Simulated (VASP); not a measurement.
Output of a VASP run:

File OSZICAR:
```
       N       E                     dE             d eps       ncg     rms          rms(c)
DAV:   1     0.118014074862E+03    0.11801E+03   -0.97754E+03  1728   0.151E+03
DAV:   2    -0.164013887209E+02   -0.13442E+03   -0.12627E+03  1988   0.345E+02
DAV:   3    -0.226512614715E+02   -0.62499E+01   -0.60786E+01  2480   0.675E+01
DAV:   4    -0.229335297514E+02   -0.28227E+00   -0.28195E+00  2284   0.130E+01
DAV:   5    -0.229416768565E+02   -0.81471E-02   -0.81466E-02  2500   0.188E+00    0.209E+01
DAV:   6    -0.196095479771E+02    0.33321E+01   -0.16752E+01  1936   0.284E+01    0.796E+00
DAV:   7    -0.194733686177E+02    0.13618E+00   -0.79008E-01  2020   0.717E+00    0.581E+00
DAV:   8    -0.194654022703E+02    0.79663E-02   -0.14310E-01  1856   0.360E+00    0.142E+00
DAV:   9    -0.194613988341E+02    0.40034E-02   -0.31006E-02  2164   0.121E+00    0.468E-01
DAV:  10    -0.194617416990E+02   -0.34286E-03   -0.20519E-03  1972   0.584E-01    0.351E-01
DAV:  11    -0.194615557868E+02    0.18591E-03   -0.71063E-04  1972   0.217E-01    0.178E-02
DAV:  12    -0.194615543758E+02    0.14110E-05   -0.11922E-05  2536   0.388E-02    0.121E-02
DAV:  13    -0.194615539778E+02    0.39799E-06   -0.40439E-07  2080   0.646E-03    0.119E-03
DAV:  14    -0.194615539980E+02   -0.20192E-07   -0.20046E-08  1068   0.117E-03
   1 F= -.19461554E+02 E0= -.19461454E+02  d E =-.298898E-03
```

File OUTCAR:
```
------------------------ aborting loop because EDIFF is reached ----------------------------------------
  FORCE on cell =-STRESS in cart. coord.  units (eV):
  Direction    XX          YY          ZZ          XY          YZ          ZX
  --------------------------------------------------------------------------------------
  Total       -0.0126372     -0.0126372     -0.0126372     -0.0000000      0.0000000      0.0000000
  in kB       -0.7746258     -0.7746258     -0.7746258     -0.0000000      0.0000000      0.0000000
  external PRESSURE =      -0.7746258 kB  Pullay stress =       0.0000000 kB
  volume of cell :       26.14
      direct lattice vectors                 reciprocal lattice vectors
     0.000000000  2.355480271  2.355480271    -0.212270935  0.212270935  0.212270935
     2.355480271  0.000000000  2.355480271     0.212270935 -0.212270935  0.212270935
     2.355480271  2.355480271  0.000000000     0.212270935  0.212270935 -0.212270935
 POSITION                                       TOTAL-FORCE (eV/Angst)
 -----------------------------------------------------------------------------------
      0.00000      0.00000      0.00000         0.000000      0.000000      0.000000
      2.35548      2.35548      2.35548        -0.000000     -0.000000     -0.000000
 -----------------------------------------------------------------------------------
    total drift:                                0.000000      0.000000      0.000000
  FREE ENERGIE OF THE ION-ELECTRON SYSTEM (eV)
  ---------------------------------------------------
  free  energy   TOTEN  =       -19.4615539980 eV

  energy  without entropy=      -19.4612550996  energy(sigma->0) =      -19.46145437
```
(Selected blocks of OUTCAR.)

### POSCAR
```
ZrC
1
    0.0000000000     2.3554802709     2.3554802709
    2.3554802709     0.0000000000     2.3554802709
    2.3554802709     2.3554802709    -0.0000000000
Zr C
1 1
Direct
  0.0000000000   0.0000000000   0.0000000000
  0.5000000000   0.5000000000   0.5000000000
```

**Question.** Reconstruct the remaining input files.

**Answer.** Several could match; the one computed here: the input of the run itself, PBE GGA, plane waves, VASP's PBE PAW potentials (set 64).

INCAR:
```
# general
SYSTEM  = ZrC
PREC    = Accurate
ENCUT   = 600
LREAL   = .FALSE.   # projection in real space or not
LASPH   = .TRUE.

# electronic loop
EDIFF   = 1E-7
NELM    = 100
ALGO    = Normal   # blocked Davidson
LMAXMIX = 4

# smearing
ISMEAR  = 1   # Methfessel-Paxton
SIGMA   = 0.1

# functional
GGA     = PE   # PBE

# ions
ISIF    = 2   # forces and stress, cell fixed

# output
LWAVE   = .FALSE.
LCHARG  = .FALSE.
```

### KPOINTS
```
Automatic mesh
0
Gamma
12 12 12
0 0 0
```

POTCAR, in this order: Zr_sv C (PBE.64 set). Program: vasp_std.

The compound is ZrC in the rock salt structure. It was relaxed first.
